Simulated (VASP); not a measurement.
Output of a VASP run:

OUTCAR:
```
 ion  position               nearest neighbor table
   1  0.227  0.114  0.253-  49 1.83  36 1.87  37 1.93  45 1.94  12 3.08   4 3.08  16 3.09  14 3.09
                            13 3.10   5 3.12   2 3.12  10 3.13   9 3.13  24 3.16  32 3.17
   2  0.111  0.222  0.000-  38 1.90  42 1.90  61 1.90  37 1.91   3 3.07   5 3.09   7 3.09  24 3.09
                            26 3.09   1 3.12  14 3.13  25 3.13  10 3.13  33 3.13  17 3.13   6 3.13
   3  0.222  0.112  0.751-  51 1.88  39 1.90  38 1.90  47 1.91   2 3.07  14 3.08  10 3.08  12 3.10
                             7 3.12   4 3.12  26 3.12  34 3.13  11 3.14  15 3.15  18 3.15
   4  0.114  0.229  0.499-  40 1.84  39 1.92  59 1.92  36 1.94   5 3.05   7 3.06   8 3.08   1 3.08
                            19 3.09  24 3.10  26 3.11   3 3.12  27 3.15  35 3.18  12 3.18
   5  0.222  0.444  0.250-  37 1.90  52 1.90  41 1.90  40 1.91   4 3.05   2 3.09  17 3.09   8 3.09
                             6 3.09  19 3.11   1 3.12  28 3.13  24 3.13   9 3.13  20 3.13  16 3.17
   6  0.111  0.556  0.000-  46 1.90  65 1.90  42 1.90  41 1.91   9 3.09  11 3.09  28 3.09  30 3.09
                             5 3.09   7 3.09  10 3.13  17 3.13  29 3.13  21 3.13  25 3.13   2 3.13
   7  0.222  0.444  0.750-  39 1.90  54 1.90  43 1.90  42 1.91   4 3.06   2 3.09  17 3.09   8 3.09
                             6 3.09  19 3.10   3 3.12  30 3.13  26 3.13  11 3.13  22 3.13  18 3.17
   8  0.111  0.556  0.500-  44 1.90  63 1.90  40 1.90  43 1.91   4 3.08   9 3.09  11 3.09  28 3.09
                            30 3.09   5 3.09   7 3.09  27 3.10  12 3.13  23 3.13  31 3.15  19 3.17
   9  0.222  0.778  0.250-  45 1.90  41 1.90  56 1.90  44 1.91  13 3.08  12 3.09  10 3.09   8 3.09
                             6 3.09  21 3.09  23 3.09  32 3.13  28 3.13   5 3.13  20 3.13   1 3.13
  10  0.111  0.889  0.000-  46 1.90  38 1.90  69 1.90  45 1.91   3 3.08   9 3.09  11 3.09  32 3.09
                            34 3.09   6 3.13  21 3.13  33 3.13   2 3.13  29 3.13  14 3.13   1 3.13
  11  0.222  0.778  0.750-  47 1.90  43 1.90  58 1.90  46 1.91  10 3.09  12 3.09   6 3.09   8 3.09
                            21 3.09  23 3.09  34 3.13  30 3.13  22 3.13   7 3.13  15 3.13   3 3.14
  12  0.111  0.889  0.500-  44 1.90  67 1.90  36 1.90  47 1.91   1 3.08   9 3.09  11 3.09  32 3.09
                            34 3.09  31 3.09   3 3.10  23 3.13   8 3.13  35 3.13   4 3.18
  13  0.553  0.104  0.254-  48 1.85  56 1.86  60 1.94  49 2.00  23 3.02  27 3.03  20 3.08   9 3.08
                            21 3.09   1 3.10  24 3.13  25 3.14  16 3.14  14 3.14  28 3.17
  14  0.444  0.222  0.000-  49 1.87  38 1.90  53 1.90  50 1.90  16 3.06  18 3.07   3 3.08  15 3.08
                             1 3.09   2 3.13  21 3.13  10 3.13  17 3.13  25 3.13  29 3.13  13 3.14
  15  0.557  0.110  0.752-  62 1.90  50 1.90  58 1.90  51 1.95  25 3.07  21 3.07  14 3.08  23 3.10
                            26 3.11  22 3.12  30 3.13  18 3.13  11 3.13  27 3.14   3 3.15
  16  0.558  0.441  0.248-  64 1.87  49 1.90  71 1.91  52 1.94  14 3.06  29 3.06  31 3.08   1 3.09
                            28 3.09  17 3.10  19 3.11  32 3.13  13 3.14   5 3.17  20 3.17
  17  0.444  0.556  0.000-  42 1.90  57 1.90  53 1.90  52 1.91  18 3.08   7 3.09   5 3.09  20 3.09
                            22 3.09  16 3.10  21 3.13   6 3.13   2 3.13  33 3.13  29 3.13  14 3.13
  18  0.560  0.445  0.753-  66 1.87  53 1.89  54 1.94  51 1.95  29 3.04  14 3.07  17 3.08  30 3.09
                            19 3.10  34 3.10  31 3.12  15 3.13  22 3.14   3 3.15   7 3.17
  19  0.448  0.554  0.501-  71 1.84  54 1.91  55 1.92  40 1.93  31 3.07   4 3.09  22 3.09  18 3.10
                            20 3.10   7 3.10  16 3.11   5 3.11  35 3.12  23 3.16   8 3.17
  20  0.556  0.778  0.250-  68 1.90  52 1.90  56 1.90  55 1.91  13 3.08  33 3.09  35 3.09  17 3.09
                            21 3.09  23 3.09  19 3.10  32 3.13  24 3.13   9 3.13   5 3.13  16 3.17
  21  0.444  0.889  0.000-  46 1.90  50 1.90  57 1.90  56 1.91  15 3.07  11 3.09   9 3.09  20 3.09
                            22 3.09  13 3.09  10 3.13  17 3.13  14 3.13   6 3.13  25 3.13  33 3.13
  22  0.556  0.778  0.750-  70 1.90  54 1.90  58 1.90  57 1.91  33 3.09  35 3.09  17 3.09  21 3.09
                            23 3.09  19 3.09  15 3.12  34 3.13  26 3.13  11 3.13   7 3.13  18 3.14
  23  0.444  0.889  0.500-  48 1.89  44 1.90  55 1.90  58 1.91  13 3.02  11 3.09   9 3.09  20 3.09
                            22 3.09  15 3.10  12 3.13   8 3.13  35 3.13  27 3.16  19 3.16
  24  0.889  0.111  0.250-  60 1.90  37 1.90  68 1.90  59 1.91  27 3.08  25 3.09  33 3.09  35 3.09
                             2 3.09   4 3.10  13 3.13  28 3.13  32 3.13   5 3.13  20 3.13   1 3.16
  25  0.778  0.222  0.000-  61 1.90  50 1.90  65 1.90  60 1.91  15 3.07  24 3.09  26 3.09  28 3.09
                            30 3.09   2 3.13  33 3.13  21 3.13   6 3.13  14 3.13  29 3.13  13 3.14
  26  0.889  0.111  0.750-  62 1.90  39 1.90  70 1.90  61 1.91  25 3.09  33 3.09  35 3.09   2 3.09
                             4 3.11  15 3.11   3 3.12  30 3.13  34 3.13  22 3.13   7 3.13  27 3.15
  27  0.778  0.228  0.495-  63 1.84  59 1.93  48 1.93  62 1.96  28 3.02  13 3.03  24 3.08  30 3.10
                             8 3.10  31 3.13  15 3.14   4 3.15  26 3.15  23 3.16  35 3.18
  28  0.889  0.444  0.250-  60 1.90  41 1.90  64 1.90  63 1.91  27 3.02  25 3.09   6 3.09   8 3.09
                            29 3.09  16 3.09  31 3.09  24 3.13   5 3.13   9 3.13  32 3.13  13 3.17
  29  0.778  0.556  0.000-  69 1.90  53 1.90  65 1.90  64 1.91  18 3.04  16 3.06  32 3.09  34 3.09
                            28 3.09  30 3.09  33 3.13   6 3.13  10 3.13  25 3.13  17 3.13  14 3.13
  30  0.889  0.444  0.750-  62 1.90  43 1.90  66 1.90  65 1.91  18 3.09  25 3.09   6 3.09   8 3.09
                            29 3.09  27 3.10  15 3.13  26 3.13   7 3.13  11 3.13  34 3.13  31 3.13
  31  0.780  0.562  0.497-  67 1.84  63 1.93  71 1.94  66 1.94  32 3.03  19 3.07  35 3.07  34 3.08
                            16 3.08  12 3.09  28 3.09  18 3.12  30 3.13  27 3.13   8 3.15
  32  0.889  0.778  0.250-  68 1.90  64 1.90  45 1.90  67 1.91  31 3.03  33 3.09  35 3.09  29 3.09
                            10 3.09  12 3.09  20 3.13   9 3.13  24 3.13  28 3.13  16 3.13   1 3.17
  33  0.778  0.889  0.000-  69 1.90  57 1.90  61 1.90  68 1.91  32 3.09  34 3.09  20 3.09  22 3.09
                            24 3.09  26 3.09  29 3.13  10 3.13  25 3.13   2 3.13  17 3.13  21 3.13
  34  0.889  0.778  0.750-  70 1.90  66 1.90  47 1.90  69 1.91  31 3.08  33 3.09  35 3.09  29 3.09
                            10 3.09  12 3.09  18 3.10  22 3.13  11 3.13  26 3.13  30 3.13   3 3.13
  35  0.778  0.889  0.500-  67 1.90  55 1.90  59 1.90  70 1.91  31 3.07  32 3.09  34 3.09  22 3.09
                            20 3.09  26 3.09  24 3.09  19 3.12  12 3.13  23 3.13   4 3.18  27 3.18
  36  0.223  0.111  0.439-   1 1.87  12 1.90   4 1.94
  37  0.111  0.222  0.191-   5 1.90  24 1.90   2 1.91   1 1.93
  38  0.222  0.111  0.941-   3 1.90   2 1.90  14 1.90  10 1.90
  39  0.111  0.222  0.691-   3 1.90   7 1.90  26 1.90   4 1.92
  40  0.222  0.444  0.441-   4 1.84   8 1.90   5 1.91  19 1.93
  41  0.111  0.556  0.191-   9 1.90  28 1.90   5 1.90   6 1.91
  42  0.222  0.444  0.941-   2 1.90  17 1.90   6 1.90   7 1.91
  43  0.111  0.556  0.691-  11 1.90  30 1.90   7 1.90   8 1.91
  44  0.222  0.778  0.441-  12 1.90   8 1.90  23 1.90   9 1.91
...
```

**OSZICAR**
```
...
  15 F= -.51749868E+03 E0= -.51747210E+03  d E =-.329807E-02
       N       E                     dE             d eps       ncg     rms          rms(c)
DAV:   1    -0.517499876721E+03   -0.11978E-02   -0.47370E-01   356   0.173E+00    0.217E-01
RMM:   2    -0.517507165228E+03   -0.72885E-02   -0.97239E-03   356   0.209E-01    0.121E+00
RMM:   3    -0.517499837222E+03    0.73280E-02   -0.22838E-03   358   0.106E-01    0.351E-01
RMM:   4    -0.517500323213E+03   -0.48599E-03   -0.73132E-04   359   0.660E-02    0.163E-01
RMM:   5    -0.517500211520E+03    0.11169E-03   -0.26703E-04   356   0.353E-02    0.475E-02
RMM:   6    -0.517500220662E+03   -0.91414E-05   -0.15208E-04   336   0.225E-02    0.367E-02
RMM:   7    -0.517500204156E+03    0.16506E-04   -0.35305E-05   248   0.111E-02    0.135E-02
RMM:   8    -0.517500205149E+03   -0.99360E-06   -0.11011E-05   219   0.615E-03
  16 F= -.51750021E+03 E0= -.51747363E+03  d E =-.152093E-02
       N       E                     dE             d eps       ncg     rms          rms(c)
DAV:   1    -0.517500218680E+03   -0.14524E-04   -0.76988E-03   408   0.221E-01    0.284E-02
RMM:   2    -0.517500347028E+03   -0.12835E-03   -0.16458E-04   353   0.270E-02    0.166E-01
RMM:   3    -0.517500218436E+03    0.12859E-03   -0.39683E-05   257   0.142E-02    0.513E-02
RMM:   4    -0.517500226353E+03   -0.79169E-05   -0.13549E-05   212   0.937E-03
  17 F= -.51750023E+03 E0= -.51747369E+03  d E =-.154213E-02
       N       E                     dE             d eps       ncg     rms          rms(c)
DAV:   1    -0.517500711047E+03   -0.49261E-03   -0.24705E-01   356   0.128E+00    0.160E-01
RMM:   2    -0.517506609452E+03   -0.58984E-02   -0.60136E-03   356   0.162E-01    0.128E+00
RMM:   3    -0.517499580048E+03    0.70294E-02   -0.15167E-03   356   0.101E-01    0.211E-01
RMM:   4    -0.517500960029E+03   -0.13800E-02   -0.52540E-04   356   0.635E-02    0.106E-01
RMM:   5    -0.517500897071E+03    0.62958E-04   -0.15519E-04   351   0.273E-02    0.419E-02
RMM:   6    -0.517500894897E+03    0.21742E-05   -0.11313E-04   339   0.205E-02    0.241E-02
RMM:   7    -0.517500890126E+03    0.47710E-05   -0.18752E-05   222   0.861E-03
  18 F= -.51750089E+03 E0= -.51747435E+03  d E =-.663773E-03
       N       E                     dE             d eps       ncg     rms          rms(c)
DAV:   1    -0.517500890797E+03    0.41004E-05   -0.26645E-04   368   0.416E-02    0.479E-03
RMM:   2    -0.517500891184E+03   -0.38692E-06   -0.51269E-06   202   0.543E-03    0.499E-03
RMM:   3    -0.517500891256E+03   -0.72179E-07   -0.44626E-07   108   0.192E-03    0.657E-03
RMM:   4    -0.517500890973E+03    0.28260E-06   -0.57575E-08    50   0.143E-03
  19 F= -.51750089E+03 E0= -.51747438E+03  d E =-.664620E-03
       N       E                     dE             d eps       ncg     rms          rms(c)
DAV:   1    -0.517501093466E+03   -0.20221E-03   -0.11689E-01   356   0.872E-01    0.105E-01
RMM:   2    -0.517502554748E+03   -0.14613E-02   -0.24908E-03   356   0.106E-01    0.489E-01
RMM:   3    -0.517501082434E+03    0.14723E-02   -0.56376E-04   357   0.494E-02    0.487E-02
RMM:   4    -0.517501187922E+03   -0.10549E-03   -0.11974E-04   333   0.249E-02    0.857E-02
RMM:   5    -0.517501167639E+03    0.20283E-04   -0.37945E-05   250   0.120E-02    0.563E-02
RMM:   6    -0.517501158577E+03    0.90619E-05   -0.33013E-05   247   0.117E-02
  20 F= -.51750116E+03 E0= -.51747465E+03  d E =-.267604E-03
```

File OUTCAR:
```
------------------------ aborting loop because EDIFF is reached ----------------------------------------
  FORCE on cell =-STRESS in cart. coord.  units (eV):
  Direction    XX          YY          ZZ          XY          YZ          ZX
  --------------------------------------------------------------------------------------
  Total       -6.9565573     -3.9065721    -10.0348025     -2.4307155      0.8296584      1.3991010
  in kB      -14.5790935     -8.1871358    -21.0302765     -5.0941330      1.7387432      2.9321434
  external PRESSURE =     -14.5988353 kB  Pullay stress =       0.0000000 kB
  volume of cell :      764.49
      direct lattice vectors                 reciprocal lattice vectors
     4.693267657 -8.128978018  0.000000000     0.106535582 -0.061508347  0.000000000
     4.693267657  8.128978018  0.000000000     0.106535582  0.061508347  0.000000000
     0.000000000  0.000000000 10.019202616     0.000000000  0.000000000  0.099808342
  FREE ENERGIE OF THE ION-ELECTRON SYSTEM (eV)
  ---------------------------------------------------
  free  energy   TOTEN  =      -517.5011585770 eV

  energy  without entropy=     -517.4481486313  energy(sigma->0) =     -517.47465360

 reached required accuracy - stopping structural energy minimisation
```
(Selected blocks of OUTCAR.)

**POSCAR**
```
Al35CN35
1
    4.6932676572    -8.1289780179     0.0000000000
    4.6932676572     8.1289780179     0.0000000000
    0.0000000000     0.0000000000    10.0192026156
Al N C
35 35 1
Direct
  0.2274730000   0.1142820000   0.2532250000
  0.1111110000   0.2222220000   0.0000000000
  0.2219280000   0.1117920000   0.7514590000
  0.1143860000   0.2294560000   0.4991290000
  0.2222220000   0.4444440000   0.2500000000
  0.1111110000   0.5555560000   0.0000000000
  0.2222220000   0.4444440000   0.7500000000
  0.1111110000   0.5555560000   0.5000000000
  0.2222220000   0.7777780000   0.2500000000
  0.1111110000   0.8888890000   0.0000000000
  0.2222220000   0.7777780000   0.7500000000
  0.1111110000   0.8888890000   0.5000000000
  0.5527290000   0.1044810000   0.2542650000
  0.4444440000   0.2222220000   0.0000000000
  0.5566760000   0.1102680000   0.7516070000
  0.5583200000   0.4414740000   0.2481470000
  0.4444440000   0.5555560000   0.0000000000
  0.5604870000   0.4454080000   0.7528440000
  0.4484380000   0.5538770000   0.5006150000
  0.5555560000   0.7777780000   0.2500000000
  0.4444440000   0.8888890000   0.0000000000
  0.5555560000   0.7777780000   0.7500000000
  0.4444440000   0.8888890000   0.5000000000
  0.8888890000   0.1111110000   0.2500000000
  0.7777780000   0.2222220000   0.0000000000
  0.8888890000   0.1111110000   0.7500000000
  0.7779470000   0.2277650000   0.4952450000
  0.8888890000   0.4444440000   0.2500000000
  0.7777780000   0.5555560000   0.0000000000
  0.8888890000   0.4444440000   0.7500000000
  0.7795520000   0.5624690000   0.4974060000
  0.8888890000   0.7777780000   0.2500000000
  0.7777780000   0.8888890000   0.0000000000
  0.8888890000   0.7777780000   0.7500000000
  0.7777780000   0.8888890000   0.5000000000
  0.2230440000   0.1109280000   0.4393470000
  0.1111110000   0.2222220000   0.1910000000
  0.2222220000   0.1111110000   0.9410000000
  0.1111110000   0.2222220000   0.6910000000
  0.2222220000   0.4444440000   0.4410000000
  0.1111110000   0.5555560000   0.1910000000
  0.2222220000   0.4444440000   0.9410000000
  0.1111110000   0.5555560000   0.6910000000
  0.2222220000   0.7777780000   0.4410000000
  0.1111110000   0.8888890000   0.1910000000
  0.2222220000   0.7777780000   0.9410000000
  0.1111110000   0.8888890000   0.6910000000
  0.5510320000   0.1084210000   0.4385060000
  0.4366900000   0.2201450000   0.1866450000
  0.5555560000   0.1111110000   0.9410000000
  0.4390370000   0.2194200000   0.6880330000
  0.4444440000   0.5555560000   0.1910000000
  0.5555560000   0.4444440000   0.9410000000
  0.4444440000   0.5555560000   0.6910000000
  0.5555560000   0.7777780000   0.4410000000
  0.4444440000   0.8888890000   0.1910000000
  0.5555560000   0.7777780000   0.9410000000
  0.4444440000   0.8888890000   0.6910000000
  0.8888890000   0.1111110000   0.4410000000
  0.7777780000   0.2222220000   0.1910000000
  0.8888890000   0.1111110000   0.9410000000
  0.7777780000   0.2222220000   0.6910000000
  0.8888890000   0.4444440000   0.4410000000
  0.7777780000   0.5555560000   0.1910000000
  0.8888890000   0.4444440000   0.9410000000
  0.7777780000   0.5555560000   0.6910000000
  0.8888890000   0.7777780000   0.4410000000
  0.7777780000   0.8888890000   0.1910000000
  0.8888890000   0.7777780000   0.9410000000
  0.7777780000   0.8888890000   0.6910000000
  0.5521080000   0.4450580000   0.4387550000
```

**Question.** Write an INCAR and KPOINTS that could have produced this output.

**Answer.** One answer among several that fit: the input of the run itself, PBE GGA, plane waves, VASP's PBE PAW potentials (set 64).

### INCAR
```
! general
SYSTEM  =  Al35CN35
PREC    =  Normal
ENCUT   =  400
LREAL   =  Auto   ! projection in real space or not
LASPH   =  .True.   ! aspherical one-centre terms
ISYM    =  0

! electronic loop
EDIFF   =  1E-5
NELM    =  100   ! most electronic steps
NELMIN  =  4
ALGO    =  Fast   ! Davidson, then RMM-DIIS

! smearing
ISMEAR  =  0   ! Gaussian
SIGMA   =  0.05   ! width (eV)

! functional
GGA     =  PE   ! PBE

! ions
IBRION  =  2
NSW     =  70   ! most ionic steps
ISIF    =  2
EDIFFG  =  -0.03   ! ionic stop

! output
LWAVE   =  .True.
LCHARG  =  .False.
```

### KPOINTS
```
Automatic mesh
0
gamma
 1 1 1
0 0 0
```

POTCAR, in this order: Al N C (PBE.64 set). Program: vasp_gam.

At this cut-off the stress carries a Pulay error, which pulls relaxed volumes low. The supercell is sampled at Γ alone, which is coarse: total energies, pressure and levels can be off, energies of defects by several tenths of an eV.

The cell is a supercell with a defect, built from AlN (wurtzite): C_N-vac_Al. The run is not spin-polarised, so no state with unpaired spins was tried.
